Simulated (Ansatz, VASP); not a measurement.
## AlGaN2 in two plane-wave programs

Aim: how closely do two programs agree when they are given the same cell, functional and k mesh? The cell is generated by rule, not measured, and may not be a known phase. The cell is taken from a series of runs on this material, whose earlier steps may have relaxed, scaled, displaced or heated it; both programs get it as it stands.

Main program and level: Ansatz 0.2.0; plane waves, with VASP 6.6.1 beside it; single point at LDA.

The structure was built from a prototype and need not be the compound's stable phase.

## Step 1: Set-up

Symmetry: P3m1, No. 156, trigonal system. The conventional cell has a = 3.150 Å, b = 3.150 Å, c = 10.170 Å, α = 90.00°, β = 90.00°, γ = 120.00°. Nearest to Al lie 4 N at 1.91 to 1.93 Å. Al has 4 N at 1.91 to 1.93 Å nearest. Nearest to Ga lie 4 N at 1.91 to 1.93 Å. Ga has 4 N at 1.91 to 1.93 Å nearest. Nearest to N lie 4 Al at 1.91 to 1.93 Å. Nearest to N lie 1 Al at 1.91 Å and 3 Ga at 1.93 Å. Farther neighbours and most contacts between anions are not listed.

Structure file:

```cif
data_structure
_symmetry_space_group_name_H-M 'P 1'
_symmetry_Int_Tables_number 1
_cell_length_a 3.1500
_cell_length_b 3.1500
_cell_length_c 10.1700
_cell_angle_alpha 90.000
_cell_angle_beta 90.000
_cell_angle_gamma 120.000
_cell_volume 87.39
loop_
_atom_site_label
_atom_site_type_symbol
_atom_site_fract_x
_atom_site_fract_y
_atom_site_fract_z
_atom_site_occupancy
Al1 Al 0.33333 0.66667 0.00000 1
Al2 Al 0.66667 0.33333 0.25000 1
Ga3 Ga 0.33333 0.66667 0.50000 1
Ga4 Ga 0.66667 0.33333 0.75000 1
N5 N 0.33333 0.66667 0.18750 1
N6 N 0.66667 0.33333 0.43750 1
N7 N 0.33333 0.66667 0.68750 1
N8 N 0.66667 0.33333 0.93750 1
```

## Step 2: Ansatz: single point, LDA

Ansatz runs on its default PAW (the set named soft_2) files.

With cell and atoms fixed, the geometry can't cause a difference; cores, projectors, grids and the points listed under the comparison can.

input.yaml reads:

```yaml
crystal:
  lattice:
    - [3.15, 0.0, 0.0]
    - [-1.575, 2.72798, 0.0]
    - [0.0, 0.0, 10.17]
  atoms:
    - { symbol: Al, position: [0.333333, 0.666667, 0.0] }
    - { symbol: Al, position: [0.666667, 0.333333, 0.25] }
    - { symbol: Ga, position: [0.333333, 0.666667, 0.5] }
    - { symbol: Ga, position: [0.666667, 0.333333, 0.75] }
    - { symbol: "N", position: [0.333333, 0.666667, 0.1875] }
    - { symbol: "N", position: [0.666667, 0.333333, 0.4375] }
    - { symbol: "N", position: [0.333333, 0.666667, 0.6875] }
    - { symbol: "N", position: [0.666667, 0.333333, 0.9375] }
kpoints:
  mp_grid: { grid: [6, 6, 2] }
hamiltonian:
  xc: lda
scf:
  occupations: { method: gaussian, width: 0.1 }
output:
  forces: true
  stress: true
  eigenvalues: true
```

The run is started by

```bash
$ ansatz run input.yaml --threads 4 --pin off --max-ram 14336MiB --backend cpu --events-out ev --progress --plain --runs-dir out
```

Numbers of over 12 decimals in the logs are rounded to 6 here.

Log:

```text
Warning: the atoms were moved onto the symmetric positions of the space group found under crystal.symmetry.tolerance 1.0e-5 (fractional; no operation is sought that the atoms, as they stand in a round, miss by more than twice it, and no atom is moved by as much as it), and the run uses the moved positions. Before a round's move an operation carried an atom to 3.15e-6 Å from where it should land, the largest such dist [...]
Engine: ansatz 0.2.0, aarch64-unknown-linux-gnu
Pseudopotentials: kind: paw
Pseudopotential: Al, paw, valence charge 3, recommended cutoff 420 eV (normal), Al.paw.azcp
Pseudopotential: Ga, paw, valence charge 13, recommended cutoff 420 eV (normal), Ga.paw.azcp
Pseudopotential: N, paw, valence charge 5, recommended cutoff 420 eV (normal), N.paw.azcp
Functional definition: SPW92
  exchange = slater_x
  correlation = pw_c
Crystal: 8 atoms, lattice volume = 87.392 Å³
Basis set: ecut = 420 eV, 1677 PW (Γ)
Bands: 34, of which v1, the nominal top of the filled ones, is band 26 counted from 1 (25 counted from 0)
Symmetry: 6 space group operations
Space group: P3m1 (ITA 156), of the structure as read, at distance tolerance 4.4e-5 Å
k-points: 14 of 72 (time reversal used)
Non-local potential: Al, projectors of the file, l = 0: 2, l = 1: 2, l = 2: 1
Non-local potential: Ga, projectors of the file, l = 0: 2, l = 1: 2, l = 2: 3, l = 3: 1
Non-local potential: N, projectors of the file, l = 0: 2, l = 1: 2, l = 2: 1
PAW form: soft (Blöchl's): semilocal exchange-correlation on the pseudo side does not see the compensation charge
PAW frozen core: Al, regenerated for the run's functional, and the local potential with it (the file was generated under x = pbe(κ = 0.804, μ = 0.219515), c = pbe(β = 0.066725))
PAW frozen core: Ga, regenerated for the run's functional, and the local potential with it (the file was generated under x = pbe(κ = 0.804, μ = 0.219515), c = pbe(β = 0.066725))
PAW frozen core: N, regenerated for the run's functional, and the local potential with it (the file was generated under x = pbe(κ = 0.804, μ = 0.219515), c = pbe(β = 0.066725))
PAW one-centre angular grid: Al, 110 points (default); XC on 64 Gauss nodes
PAW one-centre angular grid: Ga, 590 points (default); XC on 64 Gauss nodes
PAW one-centre angular grid: N, 110 points (default); XC on 64 Gauss nodes
Initial density: superposition of atomic densities (neutral atoms: chi_scale 0, normalization atom), corrected by the library's trained network
Initial wavefunctions: pseudopotential atomic-orbital guess
Functional: x = slater, c = lda
SCF iter   1: F=—  HF=-9943.781238 eV  |F-HF|=—  |Δ(HF+E_count)|=         —  Δρ=1.13e-2  dr2=1.22e-1  ethr=1.77e-3  ⟨swp⟩=6.0  Hψ=2072  notcnv=0
preconditioner: auto → Resta (q_TF=auto, 2.502 Å⁻¹)  ε∞=4.4  [insulator: Δε(μ)=2.784 eV  Ē_g=15.547 eV  σ=0.100 eV  W_gap=1.00  n_scr=26 (ndim 8)  ℏωp=28.6 eV  f_vac=0.000  D(μ)=0.00/eV (n_scr^D=0)  ε∞_Penn≈4.4]
SCF iter   2: F=—  HF=-9943.747095 eV  |F-HF|=—  |Δ(HF+E_count)|=   3.41e-2  Δρ=3.36e-3  dr2=7.18e-3  ethr=2.35e-4  ⟨swp⟩=2.2  Hψ=779  notcnv=0  defer=29
SCF iter   3: F=—  HF=-9943.745093 eV  |F-HF|=—  |Δ(HF+E_count)|=   2.00e-3  Δρ=1.50e-3  dr2=1.54e-3  ethr=1.38e-5  ⟨swp⟩=1.1  Hψ=438  notcnv=0  defer=15
automatic band count: iteration 3 solves 32 bands in place of 34: the levels show a gap, and the empty bands left out lie too high to hold charge; the band table lists the bands solved (type scf.n_extra_bands for more)
SCF iter   4: F=—  HF=-9943.744554 eV  |F-HF|=—  |Δ(HF+E_count)|=   5.39e-4  Δρ=2.14e-4  dr2=3.63e-5  ethr=2.96e-6  ⟨swp⟩=2.1  Hψ=581  notcnv=0  defer=15
SCF iter   5: F=—  HF=-9943.744551 eV  |F-HF|=—  |Δ(HF+E_count)|=   3.62e-6  Δρ=1.09e-4  dr2=1.08e-5  ethr=6.97e-8  ⟨swp⟩=2.0  Hψ=790  notcnv=0  defer=15
SCF iter   6: F=—  HF=-9943.744546 eV  |F-HF|=—  |Δ(HF+E_count)|=   4.64e-6  Δρ=2.26e-5  dr2=6.37e-7  ethr=2.08e-8  ⟨swp⟩=2.0  Hψ=787  notcnv=0  defer=15
SCF iter   7: F=—  HF=-9943.744546 eV  |F-HF|=—  |Δ(HF+E_count)|=   1.14e-7  Δρ=1.36e-5  dr2=1.41e-7  ethr=1.92e-10  ⟨swp⟩=9.9  Hψ=2001  notcnv=0
SCF iter   8: F=-9943.744546 eV  HF=-9943.744546 eV  |F-HF|=2.91e-9  |Δ(HF+E_count)|=   5.95e-8  Δρ=2.83e-6  dr2=7.81e-9  ethr=1.92e-10  ⟨swp⟩=4.1  Hψ=1600  notcnv=0
SCF 1 converged in 8 iterations: F = -9943.744546 eV  dr2 = 7.81e-9
  greatest PAW one-centre occupation: 0.996 electrons in one spin orbital (limit 2), on the Ga atom at site 2 (counted from 0), in its partial waves of l = 2
SCF converged after 8 iterations
Free energy (F): -9943.744546 eV
Harris-Foulkes:  -9943.744546 eV  (|F-HF|=2.91e-9)
Internal energy: -9943.744546 eV  (E = F + TS)
E sigma→0 (E₀):  -9943.744546 eV
Fermi energy:    9.736789 eV
--- Per-component energies (eV) ---
  E_band       = -12.476650
  E_kinetic    = 810.824796
  E_local      = -6507.778170  (includes V_loc(G=0)·N_el)
  E_nonlocal   = 1069.797395
  E_hartree    = 3014.372720
  E_xc         = -456.692600
  E_vxc        = -483.418034  (∫ρ·V_xc dr)
  E_paw        = -5193.650456  (= ΣΔE_a)
  E_vpaw       = -930.648850  (= ΣTr[D̂ρ^β])
  E_aug_tail   = 0.000189  (compensation charges beyond the density's cutoff)
  E_ewald      = -2684.506989
  E_core_change = 3.888569  (= ΣΔE_core)
  E_smearing   = -0.000000  (= −TS)
  E_closure    = -0.000000  (closes the sum)
  Σ components = -9943.744546   (vs F -9943.744546, Δ=0.00e0)
--- Forces (eV/Å), atoms counted from 1 ---
  atom   1  Al    -0.00000000     0.00000000    -0.27367036
  atom   2  Al     0.00000000    -0.00000000    -0.34499627
  atom   3  Ga    -0.00000000     0.00000000    -0.24620731
  atom   4  Ga     0.00000000    -0.00000000    -0.18559914
  atom   5  N      0.00000000     0.00000000     0.25963702
  atom   6  N     -0.00000000    -0.00000000    -0.60931801
  atom   7  N      0.00000000     0.00000000     0.25074047
  atom   8  N      0.00000000    -0.00000000     1.14935687
  max |Σ_I F_I| component: 5.67e-5 eV/Å
--- Stress (GPa, compression-positive) ---
       -5.967334      -0.000000       0.000000
       -0.000000      -5.967334       0.000000
        0.000000       0.000000      -2.673232
  P = ⅓ Tr σ = -4.8693 GPa (-48.693 kbar)
--- Band table (eV; the first three rows and the last of 14) ---
  k-point 0: bands = [... 22 lower, 7.7732, 8.1509, 8.3192, 8.3192, 11.1519, 12.9243, 13.5129, 14.0139, ... 2 higher]
  k-point 1: bands = [... 22 lower, 7.8490, 7.8490, 8.2997, 8.2997, 11.9451, 12.3684, 13.3453, 14.0679, ... 2 higher]
  k-point 2: bands = [... 22 lower, 7.2418, 7.3762, 7.9136, 8.0613, 12.5291, 13.9312, 14.2090, 14.8570, ... 2 higher]
  k-point 13: bands = [... 22 lower, 6.1901, 6.2363, 6.3257, 6.3583, 13.5101, 14.1832, 15.6147, 15.7379, ... 2 higher]
```

The run ends at a pressure of -4.87 GPa, with forces up to 1.1 eV/Å.

## Step 3: VASP: single point, LDA

The same cell, functional (in two slightly different forms), mesh and smearing now go to VASP, with its own data sets.

Lines of VASP's logs that name or quote its potential files are left out, and so is its time.

INCAR reads:

```
SYSTEM = AlGaN2
PREC = Accurate
ENCUT = 600
EDIFF = 1E-06
NELM = 120
ISMEAR = 0
SIGMA = 0.1
LREAL = .FALSE.
ALGO = Normal
GGA = PW92
NBANDS = 34
LORBIT = 11
LWAVE = .FALSE.
LCHARG = .FALSE.
ISIF = 2
LASPH = .TRUE.
GGA_COMPAT = .FALSE.
EFERMI = MIDGAP
KPAR = 2
```

POSCAR reads:

```
AlGaN2
1.0
    3.1500000000      0.0000000000      0.0000000000
   -1.5750000000      2.7279800000      0.0000000000
    0.0000000000      0.0000000000     10.1700000000
Al Ga N
2 2 4
Direct
    0.3333330000      0.6666670000      0.0000000000
    0.6666663333      0.3333336667      0.2500000000
    0.3333330000      0.6666670000      0.5000000000
    0.6666663333      0.3333336667      0.7500000000
    0.3333330000      0.6666670000      0.1875000000
    0.6666663333      0.3333336667      0.4375000000
    0.3333330000      0.6666670000      0.6875000000
    0.6666663333      0.3333336667      0.9375000000
```

KPOINTS reads:

```
Automatic mesh
0
Gamma
6 6 2
0 0 0
```

The projector-augmented-wave data sets are Al, Ga_d and N (LDA family, release 64).

The run is started by

```bash
$ mpirun -np 2 vasp_std
```

Log:

```text
[banner, memory and clock lines left out]
running    2 mpi-ranks, on    1 nodes
 distrk:  each k-point on    1 cores,    2 groups
 distr:  one band on    1 cores,    1 groups

 POSCAR found type information on POSCAR AlGaN
 POSCAR found :  3 types and       8 ions
|                                                                             |
|               ----> ADVICE to this user running VASP <----                  |
|                                                                             |
|     You enforced a specific xc type in the INCAR file but a different       |
|     [... a line on the potential file left out ...]
|     I HOPE YOU KNOW WHAT YOU ARE DOING!                                     |
|                                                                             |

 LDA part: xc-table for (Slater(with rela. corr.)+PW92), standard interpolation
 POSCAR, INCAR and KPOINTS ok, starting setup
 FFT: planning ... GRIDC
 FFT: planning ... GRID_SOFT
 FFT: planning ... GRID
 WAVECAR not read
 entering main loop
       N       E                     dE             d eps       ncg     rms          rms(c)
DAV:   1     0.519823070633E+03    0.51982E+03   -0.26425E+04  1024   0.255E+03
DAV:   2     0.199658321463E+02   -0.49986E+03   -0.47287E+03  1072   0.609E+02
DAV:   3    -0.649272662032E+02   -0.84893E+02   -0.83277E+02  1108   0.184E+02
DAV:   4    -0.697283328347E+02   -0.48011E+01   -0.47700E+01  1328   0.464E+01
DAV:   5    -0.698352258941E+02   -0.10689E+00   -0.10650E+00  1216   0.649E+00    0.161E+01
DAV:   6    -0.606824648469E+02    0.91528E+01   -0.33131E+01  1512   0.588E+01    0.498E+00
DAV:   7    -0.607621729624E+02   -0.79708E-01   -0.30792E+00  1112   0.981E+00    0.381E+00
DAV:   8    -0.606569110116E+02    0.10526E+00   -0.45060E-01  1488   0.744E+00    0.859E-01
DAV:   9    -0.606319475877E+02    0.24963E-01   -0.12183E-01  1668   0.552E+00    0.351E-01
DAV:  10    -0.606325993083E+02   -0.65172E-03   -0.87425E-03  1108   0.594E-01    0.180E-01
DAV:  11    -0.606325594345E+02    0.39874E-04   -0.87145E-04  1556   0.412E-01    0.429E-02
DAV:  12    -0.606325433376E+02    0.16097E-04   -0.23523E-04  1232   0.118E-01    0.265E-02
DAV:  13    -0.606325469823E+02   -0.36447E-05   -0.28589E-05  1200   0.380E-02    0.167E-02
DAV:  14    -0.606325461847E+02    0.79757E-06   -0.31573E-06  1104   0.239E-02
   1 F= -.60632546E+02 E0= -.60632546E+02  d E =-.193377E-90
```

OUTCAR, selected parts (step 3):

```text
ion  position               nearest neighbor table
   1  0.333  0.667  0.000-   5 1.91   8 1.93   8 1.93   8 1.93   2 3.13   4 3.13   4 3.13   2 3.13
                             4 3.13   2 3.13
   2  0.667  0.333  0.250-   6 1.91   5 1.93   5 1.93   5 1.93   3 3.13   1 3.13   3 3.13   1 3.13
                             1 3.13   3 3.13
   3  0.333  0.667  0.500-   7 1.91   6 1.93   6 1.93   6 1.93   2 3.13   2 3.13   2 3.13
   4  0.667  0.333  0.750-   8 1.91   7 1.93   7 1.93   7 1.93   1 3.13   1 3.13   1 3.13
   5  0.333  0.667  0.188-   1 1.91   2 1.93   2 1.93   2 1.93
   6  0.667  0.333  0.438-   2 1.91   3 1.93   3 1.93   3 1.93
   7  0.333  0.667  0.688-   3 1.91   4 1.93   4 1.93   4 1.93
   8  0.667  0.333  0.938-   4 1.91   1 1.93   1 1.93   1 1.93

  LATTYP: Found a hexagonal cell.
 ALAT       =     3.1500000000
 C/A-ratio  =     3.2285714286

 Subroutine GETGRP returns: Found  6 space group operations
 (whereof  6 operations were pure point group operations)

The static configuration has the point symmetry C_3v.

 Found     14 irreducible k-points:

   k-points           NKPTS =     14   k-points in BZ     NKDIM =     14   number of bands    NBANDS=     34

   dimension x,y,z NGX =    28 NGY =   28 NGZ =   84
   dimension x,y,z NGXF=    56 NGYF=   56 NGZF=  168

   ENCUT  =  600.0 eV  44.10 Ry    6.64 a.u.   6.29  6.29 20.31*2*pi/ulx,y,z

   NELECT =      52.0000    total number of electrons

 k-points in reciprocal lattice and weights: Automatic mesh
   0.00000000  0.00000000  0.00000000       0.014
   0.16666667  0.00000000  0.00000000       0.083
   0.33333333  0.00000000  0.00000000       0.083
   0.50000000  0.00000000  0.00000000       0.042
   0.16666667  0.16666667  0.00000000       0.083
   0.33333333  0.16666667  0.00000000       0.167
   0.33333333  0.33333333  0.00000000       0.028
   0.00000000  0.00000000  0.50000000       0.014
   0.16666667  0.00000000  0.50000000       0.083
[...]
0.33333333  0.16666667  0.50000000       0.167
   0.33333333  0.33333333  0.50000000       0.028

 average (electrostatic) potential at core
       1 -70.8329       2 -70.8313       3 -63.9549       4 -63.9695       5 -60.6820
       6 -61.0496       7 -61.2067       8 -60.8170

 E-fermi :   7.0568

 k-point     1 :       0.0000    0.0000    0.0000
  band No.  band energies     occupation
    ...
     22       5.0866      2.00000
     23       5.0866      2.00000
     24       5.4652      2.00000
     25       5.6326      2.00000
     26       5.6326      2.00000
     27       8.4810      0.00000
     28      10.2500      0.00000
     29      10.8338      0.00000
     30      11.3298      0.00000
     31      14.6063      0.00000
    ...

 k-point     2 :       0.1667    0.0000    0.0000
  band No.  band energies     occupation
    ...
     22       4.1766      2.00000
     23       4.5553      2.00000
     24       4.6899      2.00000
     25       5.2276      2.00000
     26       5.3753      2.00000
     27       9.8539      0.00000
     28      11.2535      0.00000
     29      11.5264      0.00000
     30      12.1727      0.00000
     31      13.5900      0.00000
    ...

 k-point     3 :       0.3333    0.0000    0.0000
  band No.  band energies     occupation
    ...
     22       3.6348      2.00000
     23       4.0342      2.00000
     24       4.0633      2.00000
     25       4.3808      2.00000
     26       4.9095      2.00000
     27      10.6409      0.00000
     28      10.7182      0.00000
     29      11.0791      0.00000
     30      11.8991      0.00000
     31      12.4150      0.00000
    ...

  Total       -2.9834988     -2.9834987     -1.1457730     -0.0000000      0.0000000      0.0000000
  in kB      -54.6970319    -54.6970310    -21.0056662     -0.0000000      0.0000000      0.0000000
  external PRESSURE =     -43.4665764 kB  Pullay stress =       0.0000000 kB

  energy-cutoff  :      600.00
  volume of cell :       87.39
      direct lattice vectors                 reciprocal lattice vectors
     3.150000000  0.000000000  0.000000000     0.317460317  0.183285801  0.000000000
    -1.575000000  2.727980000  0.000000000     0.000000000  0.366571602  0.000000000
     0.000000000  0.000000000 10.170000000     0.000000000  0.000000000  0.098328417

 POSITION                                       TOTAL-FORCE (eV/Angst)
 -----------------------------------------------------------------------------------
     -0.00000      1.81865      0.00000         0.000000     -0.000000     -0.273420
      1.57500      0.90933      2.54250         0.000000     -0.000000     -0.350081
     -0.00000      1.81865      5.08500         0.000000     -0.000000     -0.255659
      1.57500      0.90933      7.62750         0.000000      0.000000     -0.188495
     -0.00000      1.81865      1.90687         0.000000     -0.000000      0.262978
      1.57500      0.90933      4.44937        -0.000000      0.000000     -0.636652
     -0.00000      1.81865      6.99188        -0.000000      0.000000      0.256280
      1.57500      0.90933      9.53438        -0.000000     -0.000000      1.185049
 -----------------------------------------------------------------------------------
    total drift:                                0.004646     -0.002683      0.000013

  FREE ENERGIE OF THE ION-ELECTRON SYSTEM (eV)
  ---------------------------------------------------
  free  energy   TOTEN  =       -60.6325461847 eV

  energy  without entropy=      -60.6325461847  energy(sigma->0) =      -60.63254618

 total charge
# of ion       s       p       d       tot
------------------------------------------
    1        0.370   0.430   0.000   0.800
    2        0.371   0.429   0.000   0.799
    3        0.803   0.961  10.208  11.972
    4        0.802   0.962  10.208  11.972
    5        1.205   2.573   0.000   3.778
    6        1.205   2.538   0.000   3.744
    7        1.206   2.525   0.000   3.731
    8        1.205   2.561   0.000   3.766
--------------------------------------------------
tot          7.165  12.979  20.416  40.561

[... 3 further parts left out ...]
```

The run ends at a pressure of -4.35 GPa, with forces up to 1.2 eV/Å.

## Step 4: Comparison

Known differences besides the potentials themselves: the cutoff is 420 eV in Ansatz and 600 eV in VASP; VASP's log shows a relativistic correction to its local exchange, Ansatz's none. Total energies have different zeros and are not compared.

The two programs side by side:

| quantity | Ansatz | VASP | difference |
| --- | --- | --- | --- |
| pressure (GPa) | -4.87 | -4.35 | -0.52 |
| gap on the k mesh (eV) | 2.833 | 2.848 | -0.016 |

Forces (eV/Å; atoms numbered as in POSCAR):

| atom | Ansatz x, y, z | VASP x, y, z |
| --- | --- | --- |
| Al1 | 0.000, 0.000, -0.274 | 0.000, 0.000, -0.273 |
| Al2 | 0.000, 0.000, -0.345 | 0.000, 0.000, -0.350 |
| Ga3 | 0.000, 0.000, -0.246 | 0.000, 0.000, -0.256 |
| Ga4 | 0.000, 0.000, -0.186 | 0.000, 0.000, -0.188 |
| N5 | 0.000, 0.000, 0.260 | 0.000, 0.000, 0.263 |
| N6 | 0.000, 0.000, -0.609 | 0.000, 0.000, -0.637 |
| N7 | 0.000, 0.000, 0.251 | 0.000, 0.000, 0.256 |
| N8 | 0.000, 0.000, 1.149 | 0.000, 0.000, 1.185 |

The forces differ by 9.5 meV/Å r.m.s., which is 3.1 % of the r.m.s. force of 0.306 eV/Å (both taken over all components). A gap on the mesh is an upper bound, since the band edges may lie between its points.

## Step 5: Outcome

| Item | Value |
| --- | --- |
| r.m.s. force difference (single point, LDA) | 3.1 % of the r.m.s. force |
| difference in pressure (single point, LDA) | -0.52 GPa |

The r.m.s. force difference is 3.1 % of the r.m.s. force (single point, LDA), at about the 3 % picked in this series as the mark of a large difference. Such differences can come from data sets, numerical settings and the points named under the comparisons, not from the functional's error against experiment.

[Lines on the potential files, build, host, timing and source positions are cut from VASP's logs without a mark.]

[Logs are printed without paths, hosts, clocks, repeated set-up lines and the standing remarks that a program may print on its own settings, such as how far it seeks lower states.]

[Hosts, paths, dates, database ids (printed as entryN), source tags and the programs' standing remarks are cut or masked in the printed files.]
